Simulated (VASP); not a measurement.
OSZICAR of a VASP run on C₃₆Si₃₅:

OSZICAR:
```
       N       E                     dE             d eps       ncg     rms          rms(c)
DAV:   1    -0.599222056091E+03   -0.59922E+03   -0.11230E+01   716   0.788E+00    0.156E+01
DAV:   2    -0.599319034621E+03   -0.96979E-01   -0.38385E-01   802   0.132E+00    0.113E+01
DAV:   3    -0.599305348422E+03    0.13686E-01   -0.32338E-02   832   0.390E-01    0.669E+00
DAV:   4    -0.599299437929E+03    0.59105E-02   -0.60050E-03   840   0.166E-01    0.387E+00
DAV:   5    -0.599297327022E+03    0.21109E-02   -0.13927E-03   802   0.836E-02    0.221E+00
DAV:   6    -0.599296614649E+03    0.71237E-03   -0.34980E-04   802   0.429E-02    0.127E+00
DAV:   7    -0.599296378911E+03    0.23574E-03   -0.92390E-05   810   0.245E-02    0.729E-01
DAV:   8    -0.599296302905E+03    0.76006E-04   -0.33732E-05   650   0.160E-02    0.421E-01
DAV:   9    -0.599296280944E+03    0.21961E-04   -0.16663E-05   541   0.113E-02    0.237E-01
DAV:  10    -0.599296275735E+03    0.52086E-05   -0.54076E-06   445   0.658E-03
   1 F= -.59929628E+03 E0= -.59929628E+03  d E =-.138162E-12  mag=     1.0000
```

Q: Which electronic solver shows in the log?

A: It is blocked Davidson (ALGO = Normal, or the opening steps of other solvers). The INCAR had ALGO = Normal.

Q: How was spin treated?

A: Collinear spin (ISPIN = 2): the summary line carries one mag value, 1.00 μB in the cell.

Q: Can the final energy be trusted as converged?

A: Self-consistency was reached. It stopped with EDIFF = 1E-5, NELM = 50 (HSE06 screened hybrid, plane waves, VASP's PBE PAW potentials (set 64)).  The cell is charged, with a uniform compensating background. The supercell is sampled at Γ alone, which is coarse: total energies, pressure and levels can be off, energies of defects by several tenths of an eV.

The cell is a supercell with a defect, built from SiC (4h): vac_Si, charge -1. The cell's shape comes from a PBE relaxation. The total moment is imposed (NUPDOWN), so this need not be the lowest spin state.
